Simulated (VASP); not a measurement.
Data:

```
CELL_PARAMETERS angstrom
      0.00000     4.36287     4.36287
      4.36287     0.00000     4.36287
      4.36287     4.36287     0.00000
ATOMIC_POSITIONS crystal
  K  0.25000 0.25000 0.25000
  K  0.75000 0.75000 0.75000
  K  0.50000 0.50000 0.50000
  Sn 0.00000 0.00000 0.00000
```

These are PBEsol GGA with spin-orbit coupling, VASP's PBE PAW potentials (set 64) (plane waves; VASP) values and carry that method's errors. Settings: 400 eV cut-off, 6×6×6 Γ-centred mesh, Gaussian smearing of 0.050 eV, potentials K_sv Sn_d.

The run has a spin-polarised start.

Q: What does the run give for the energy per atom (σ→0), band gap (over mesh and band path) with the smallest direct gap where there is one?

A: 
- band gap (over mesh and band path): none (metal, semimetal or under 0.01 eV)
- energy per atom (σ→0): -1.979 eV/atom

Total energies compare only between runs with the same potentials, cut-off and functional.

The structure comes from a computed database's K3Sn entry (Fm-3m); how it stands against other phases isn't given here. It was relaxed first, which changed the volume by -5 %.
